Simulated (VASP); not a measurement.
Given:

```xyz
2
Lattice="2.8600 0.0000 0.0000 0.0000 2.8600 0.0000 0.0000 0.0000 2.8600" Properties=species:S:1:pos:R:3 pbc="T T T"
Al     1.4300     1.4300     1.4300
Co     0.0000     0.0000     0.0000
```

Level of theory: PBE GGA + U (Dudarev), VASP's PBE PAW potentials (set 64) (plane waves; VASP 6.6.1). Run with 400 eV cut-off, 11×11×11 Γ-centred mesh, first-order Methfessel-Paxton smearing of 0.10 eV, potentials Al Co, U − J: Co 6.00 eV.

Problem. Give the stress tensor in GPa (positive for a compressed cell).

Solution. 
```
-9.82   0.00   0.00
 0.00  -9.82   0.00
 0.00   0.00  -9.82
```
The pressure is its mean diagonal, -9.82 GPa.

The compound is CoAl in the CsCl type structure. The cell was not relaxed at this level. The run is one of a series of settings (LDAU = .TRUE., LDAUJ = 0 0, LDAUL = -1 2, LDAUTYPE = 2, LDAUU = 0 6.0 against the base run), some of them coarse on purpose. The run is not spin-polarised, so no magnetic state was tried.
